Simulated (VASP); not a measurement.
Consider the following.

```
CELL_PARAMETERS angstrom
      3.92384     0.00000     0.00000
      0.00000     3.92384     0.00000
      0.00000     0.00000     3.92384
ATOMIC_POSITIONS crystal
  K  0.50000 0.50000 0.50000
  W  0.00000 0.00000 0.00000
  O  0.50000 0.00000 0.00000
  O  0.00000 0.50000 0.00000
  O  0.00000 0.00000 0.50000
```

Calculation: PBEsol GGA, VASP's PBE PAW potentials (set 64) (plane waves; VASP 6.6.1). Numerical set-up: 520 eV cut-off, 9×9×9 Γ-centred mesh, tetrahedra with Blöchl corrections, potentials K_sv W_sv O.

Unless said otherwise, spin-orbit coupling is left out, though it shifts the bands of the heavy elements here.

Task: Predict the energy per atom (σ→0), band gap (on the k-mesh) with the smallest direct gap where there is one.

Result: 
- band gap (on the k-mesh) = none (metal, semimetal or under 0.01 eV)
- energy per atom (σ→0) = -8.317 eV/atom

Total energies compare only between runs with the same potentials, cut-off and functional.

The structure comes from a computed database's KWO3 entry (Pm-3m); how it stands against other phases isn't given here. It was relaxed first, which changed the volume by -7 %. The electron count is odd and the run is not spin-polarised, which forces a metal.
